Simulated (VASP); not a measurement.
Crystal: HfO2.

```
Hf O
1.0
     3.56951    0.00000    0.00000
     0.00000    3.56951    0.00000
     0.00000    0.00000    5.14036
Hf O
2 4
Direct
  0.50000 0.50000 0.50000
  0.00000 0.00000 0.00000
  0.00000 0.50000 0.70545
  0.50000 0.00000 0.79455
  0.50000 0.00000 0.29455
  0.00000 0.50000 0.20545
```

Measurements of this composition are mostly on another form, of space group No. 14.

The cell isn't the ideal one: a relaxed cell with its volume scaled by 1.04.

- Program: VASP 6.6.1
- Task: relaxation of the atoms
- Functional: LDA
- Potentials or basis: VASP PAW LDA potentials, release 64 (Hf_pv, O)
- Cutoff: 600 eV
- k mesh: 6 × 6 × 4
- Occupations: fermi-dirac, width 0.05 eV
- Spin: no spin polarisation

At the start: pressure -10.1 GPa; volume 10.92 Å³/atom.

Q: Where does the relaxation end?

A: Over 4 steps the energy falls by 2.2 meV/atom; space group P4_2/nmc (No. 137, to 0.05 Å).

The path:
| step | energy change (eV) | largest force (eV/Å) | pressure (GPa) |
| --- | --- | --- | --- |
| 1 | 0.0000 | 0.1726 | -10.10 |
| 2 | -0.0052 | 0.1384 | -9.72 |
| 3 | -0.0133 | 0.0202 | -8.49 |
| 4 | -0.0135 | 0.0019 | -8.26 |

Final structure:
```
CELL_PARAMETERS angstrom
3.56951 0.00000 0.00000
0.00000 3.56951 0.00000
0.00000 0.00000 5.14036
ATOMIC_POSITIONS crystal
Hf 0.50000 0.50000 0.50000
Hf 0.00000 0.00000 0.00000
O 0.00000 0.50000 0.69814
O 0.50000 0.00000 0.80186
O 0.50000 0.00000 0.30186
O 0.00000 0.50000 0.19814
```
